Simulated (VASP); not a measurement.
Crystal: InGaO.

```
CELL_PARAMETERS angstrom
3.70600 0.00000 0.00000
0.00000 3.70600 0.00000
0.00000 0.00000 7.63300
ATOMIC_POSITIONS crystal
In 0.00000 0.50000 0.39067
In 0.50000 0.00000 0.60933
Ga 0.00000 0.50000 0.87934
Ga 0.50000 0.00000 0.12066
O 0.50000 0.50000 0.00000
O 0.00000 0.00000 0.00000
```

The cell was built by a generator and needn't be a form met in nature.

```yaml
Program: VASP 6.6.1
Task: relaxation of cell and atoms
Functional: PBE
Potentials_or_basis: VASP PAW PBE potentials, release 64 (In_d, Ga_d, O)
Cutoff: 520 eV
k_mesh: 8 × 8 × 4
Occupations: gaussian, width 0.1 eV
Spin: no spin polarisation
```

At the start: pressure 0.9 GPa; volume 17.47 Å³/atom.

**Question.** Where does the relaxation end?

**Answer.** Over 21 steps the energy falls by 17.0 meV/atom and the volume is 18.09 Å³/atom (+3.6 %); space group P4/nmm (No. 129, to 0.05 Å).

The path:
```
step  energy change (eV)  largest force (eV/Å)  pressure (GPa)  volume (Å³)
   1              0.0000                0.3659            0.92       104.83
   2             -0.0188                0.3190           -0.15       106.37
   3             -0.0274                0.2991           -1.30       108.33
   4             -0.0389                0.2708           -1.32       108.43
   5             -0.0683                0.1777           -1.13       108.69
   6             -0.0985                0.0214           -0.46       109.17
   7             -0.0997                0.0664           -0.28       109.28
   8             -0.1012                0.0417            0.00       108.85
   9             -0.1015                0.0326            0.04       108.69
  10             -0.1016                0.0136            0.22       108.37
  11             -0.1016                0.0238            0.10       108.51
  12             -0.1017                0.0197            0.15       108.47
  13             -0.1017                0.0257            0.00       108.65
  14             -0.1018                0.0112            0.06       108.60
  15             -0.1018                0.0201           -0.06       108.63
  16             -0.1018                0.0114            0.04       108.61
  17             -0.1018                0.0203           -0.02       108.62
  18             -0.1018                0.0135           -0.04       108.62
  19             -0.1018                0.0028            0.09       108.56
  20             -0.1018                0.0102            0.03       108.57
  21             -0.1018                0.0022            0.02       108.57
```

Final structure:
```
In Ga O
1.0
     3.65295    0.00000    0.00000
     0.00000    3.65295    0.00000
     0.00000    0.00000    8.13599
In Ga O
2 2 2
Direct
  0.00000 0.50000 0.36995
  0.50000 0.00000 0.63005
  0.00000 0.50000 0.88411
  0.50000 0.00000 0.11589
  0.50000 0.50000 0.00000
  0.00000 0.00000 0.00000
```
